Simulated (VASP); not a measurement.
A VASP calculation is set up with these files.

INCAR:
```
SYSTEM = PbSe
PREC = Accurate
ENCUT = 520
EDIFF = 1E-7
NELM = 100
ALGO = Normal
LREAL = .FALSE.
LASPH = .TRUE.
ISMEAR = 0
SIGMA = 0.05
GGA = BO
PARAM1 = 0.1833333333
PARAM2 = 0.22
LUSE_VDW = .TRUE.
AGGAC = 0.0
LMAXMIX = 4
LWAVE = .FALSE.
LCHARG = .FALSE.
ISIF = 2
```

KPOINTS:
```
kpoints
0
Gamma
 7 7 7
```

**POSCAR**
```
PbSe
1
    0.0000000000     3.1606525562     3.1606525562
    3.1606525562     0.0000000000     3.1606525562
    3.1606525562     3.1606525562     0.0000000000
Pb Se
1 1
Direct
  0.0000000000   0.0000000000   0.0000000000
  0.5000000000   0.5000000000   0.5000000000
```

POTCAR, in this order: Pb_d Se (PBE.64 set). Program: vasp_std.

**Question.** Write an equivalent input for Quantum ESPRESSO's pw.x.

**Answer.** One equivalent input (not run):
```
&CONTROL
  calculation = 'scf'
  pseudo_dir = './pseudo'
  outdir = './out'
  tprnfor = .true.
  tstress = .true.
/
&SYSTEM
  ibrav = 0
  nat = 2
  ntyp = 2
  ecutwfc = 86
  occupations = 'smearing'
  smearing = 'gaussian'
  degauss = 0.003675
  input_dft = 'vdw-df-obk8'
/
&ELECTRONS
  conv_thr = 7.3e-09
  electron_maxstep = 100
/
ATOMIC_SPECIES
  Pb 207.200 Pb.upf
  Se 78.971 Se.upf
CELL_PARAMETERS angstrom
     0.0000000    3.1606526    3.1606526
     3.1606526    0.0000000    3.1606526
     3.1606526    3.1606526    0.0000000
ATOMIC_POSITIONS crystal
  Pb   0.0000000  0.0000000  0.0000000
  Se   0.5000000  0.5000000  0.5000000
K_POINTS automatic
  7 7 7 0 0 0
```
What does not carry over: the potentials are each code's own (VASP's PAW set, PseudoDojo norm-conserving files in pw.x), so ENCUT and ecutwfc are chosen apart and not converted; conv_thr bounds pw.x's estimated SCF error, while EDIFF bounds the energy change between steps.

The compound is PbSe in the rock salt structure. This cell is one point of a volume scan, at 1.06 of the reference volume.
